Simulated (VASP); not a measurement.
These are LDA (Ceperley-Alder, Perdew-Zunger), VASP's LDA PAW potentials (set 64) (plane waves; VASP) values and carry that method's errors.

VASP input:

### INCAR
```
SYSTEM = Ge
PREC = Accurate
ENCUT = 400
EDIFF = 1E-8
NELM = 100
ALGO = Normal
LREAL = .FALSE.
LASPH = .TRUE.
ISMEAR = 0
SIGMA = 0.05
LMAXMIX = 4
LWAVE = .FALSE.
LCHARG = .FALSE.
IBRION = 1
ISIF = 2
NSW = 30
EDIFFG = -0.001
```

### POSCAR
```
Ge
1
   -0.0000000000     2.8072395303     2.8072395303
    2.8072395303     0.0000000000     2.8072395303
    2.8072395303     2.8072395303    -0.0000000000
Ge
2
Direct
  0.0000000000   0.0000000000   0.0000000000
  0.2500000000   0.2500000000   0.2500000000
```

KPOINTS:
```
Automatic
0
Gamma
 7 7 7
0 0 0
```

POTCAR, in this order: Ge_d (LDA.64 set). Program: vasp_std.

What VASP printed:

### OSZICAR
```
       N       E                     dE             d eps       ncg     rms          rms(c)
DAV:   1     0.146124086003E+03    0.14612E+03   -0.13699E+04   744   0.372E+03
DAV:   2     0.753655125842E+01   -0.13859E+03   -0.13630E+03   720   0.476E+02
DAV:   3    -0.100276330353E+02   -0.17564E+02   -0.17473E+02   780   0.136E+02
DAV:   4    -0.105477906196E+02   -0.52016E+00   -0.51938E+00   836   0.270E+01
DAV:   5    -0.105556668010E+02   -0.78762E-02   -0.78757E-02   816   0.332E+00    0.341E+00
DAV:   6    -0.104314757323E+02    0.12419E+00   -0.45507E-02   764   0.185E+00    0.197E+00
DAV:   7    -0.103682672526E+02    0.63208E-01   -0.10188E-01   748   0.235E+00    0.143E-01
DAV:   8    -0.103689248348E+02   -0.65758E-03   -0.52653E-03   802   0.901E-01    0.495E-02
DAV:   9    -0.103689431188E+02   -0.18284E-04   -0.12378E-04   894   0.136E-01    0.174E-02
DAV:  10    -0.103689395549E+02    0.35640E-05   -0.13014E-05   936   0.528E-02    0.490E-03
DAV:  11    -0.103689392076E+02    0.34726E-06   -0.14979E-06   794   0.870E-03    0.178E-03
DAV:  12    -0.103689392185E+02   -0.10901E-07   -0.66948E-08   838   0.322E-03    0.367E-04
DAV:  13    -0.103689392182E+02    0.33651E-09   -0.60951E-09   414   0.864E-04
   1 F= -.10368939E+02 E0= -.10368853E+02  d E =-.103689E+02
```

### OUTCAR
```
------------------------ aborting loop because EDIFF is reached ----------------------------------------
  FORCE on cell =-STRESS in cart. coord.  units (eV):
  Direction    XX          YY          ZZ          XY          YZ          ZX
  --------------------------------------------------------------------------------------
  Total       -0.0069477     -0.0069477     -0.0069477      0.0000000     -0.0000000      0.0000000
  in kB       -0.2515840     -0.2515840     -0.2515840      0.0000000     -0.0000000      0.0000000
  external PRESSURE =      -0.2515840 kB  Pullay stress =       0.0000000 kB
  volume of cell :       44.25
      direct lattice vectors                 reciprocal lattice vectors
     0.000000000  2.807239530  2.807239530    -0.178110915  0.178110915  0.178110915
     2.807239530  0.000000000  2.807239530     0.178110915 -0.178110915  0.178110915
     2.807239530  2.807239530  0.000000000     0.178110915  0.178110915 -0.178110915
 POSITION                                       TOTAL-FORCE (eV/Angst)
 -----------------------------------------------------------------------------------
      0.00000      0.00000      0.00000        -0.000000     -0.000000     -0.000000
      1.40362      1.40362      1.40362         0.000000      0.000000      0.000000
 -----------------------------------------------------------------------------------
    total drift:                                0.000000      0.000000      0.000000
  FREE ENERGIE OF THE ION-ELECTRON SYSTEM (eV)
  ---------------------------------------------------
  free  energy   TOTEN  =       -10.3689392182 eV

  energy  without entropy=      -10.3687658509  energy(sigma->0) =      -10.36885253

 reached required accuracy - stopping structural energy minimisation
```
(Selected blocks of OUTCAR.)

The compound is Ge in the diamond structure. It was relaxed first. The start is the result of an earlier pass.
